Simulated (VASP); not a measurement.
Given:

```yaml
crystal:
  lattice:
    - [2.85600, 0.00000, 0.00000]
    - [0.00000, 2.85600, 0.00000]
    - [0.00000, 0.00000, 3.74340]
  atoms:
    - { symbol: Cu, position: [0.00000, 0.00000, 0.00000] }
    - { symbol: Au, position: [0.50000, 0.50000, 0.50000] }
```

These are PBE GGA with D3 dispersion (Becke-Johnson damping), VASP's PBE PAW potentials (set 64) (plane waves; VASP) values and carry that method's errors. Run with 400 eV cut-off, 11×11×9 Γ-centred mesh, first-order Methfessel-Paxton smearing of 0.10 eV, potentials Cu Au.

Task: Give the stress tensor in GPa (positive for a compressed cell).

Result: 
```
-9.01   0.00   0.00
 0.00  -9.01   0.00
 0.00   0.00  -8.79
```
The pressure is its mean diagonal, -8.94 GPa.

The compound is CuAu in the L1_0 structure. The cell was not relaxed at this level. The run is one of a series of settings (IVDW = 12 against the base run), some of them coarse on purpose.
